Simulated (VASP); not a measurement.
An input for Quantum ESPRESSO's pw.x (written as the equivalent of a VASP run, and not itself run):

```
&CONTROL
  calculation = 'vc-relax'
  pseudo_dir = './pseudo'
  outdir = './out'
  tprnfor = .true.
  tstress = .true.
  nstep = 30
  forc_conv_thr = 0.00039
/
&SYSTEM
  ibrav = 0
  nat = 4
  ntyp = 2
  ecutwfc = 84
  occupations = 'smearing'
  smearing = 'gaussian'
  degauss = 0.003675
  input_dft = 'vdw-df2'
/
&ELECTRONS
  conv_thr = 7.3e-09
  electron_maxstep = 100
/
&IONS
/
&CELL
  cell_dofree = 'shape'
/
ATOMIC_SPECIES
  Sn 118.710 Sn.upf
  O 15.999 O.upf
CELL_PARAMETERS angstrom
     4.0431224    0.0000000    0.0000000
     0.0000000    4.0431224    0.0000000
     0.0000000    0.0000000    5.5386614
ATOMIC_POSITIONS crystal
  Sn   0.5000000  0.0000000  0.7834462
  Sn   0.0000000  0.5000000  0.2165538
  O    0.5000000  0.5000000  0.0000000
  O    0.0000000  0.0000000  0.0000000
K_POINTS automatic
  6 6 4 0 0 0
```

Question: Translate this input to VASP (INCAR, KPOINTS, POSCAR, choice of POTCAR).

Answer: One answer among several that fit: 
### KPOINTS
```
Automatic mesh
0
Gamma
  6 6 4
0 0 0
```

**INCAR**
```
AGGAC = 0.0
ALGO = Normal
EDIFF = 1E-7
EDIFFG = -0.01
ENCUT = 520
GGA = ML
IBRION = 2
ISIF = 4
ISMEAR = 0
LASPH = .TRUE.
LCHARG = .FALSE.
LMAXMIX = 4
LREAL = .FALSE.
LUSE_VDW = .TRUE.
LWAVE = .FALSE.
NELM = 100
NSW = 30
PREC = Accurate
SIGMA = 0.05
SYSTEM = SnO
ZAB_VDW = -1.8867
```

### POSCAR
```
SnO
1
    4.0431223856     0.0000000000     0.0000000000
    0.0000000000     4.0431223856     0.0000000000
    0.0000000000     0.0000000000     5.5386613833
Sn O
2 2
Direct
  0.5000000000   0.0000000000   0.7834462270
  0.0000000000   0.5000000000   0.2165537730
  0.5000000000   0.5000000000   0.0000000000
  0.0000000000   0.0000000000   0.0000000000
```

POTCAR, in this order: Sn_d O (PBE.64 set). Program: vasp_std.

The two are equivalent in intent, not identical: the potentials are each code's own (VASP's PAW set, PseudoDojo norm-conserving files in pw.x), so ENCUT and ecutwfc are chosen apart and not converted; conv_thr bounds pw.x's estimated SCF error, while EDIFF bounds the energy change between steps; forc_conv_thr acts on force components and is met together with etot_conv_thr.

The compound is SnO in the litharge structure. This cell is one point of a volume scan, at 1.06 of the reference volume. Symmetry was kept, so distortions that lower it aren't found.
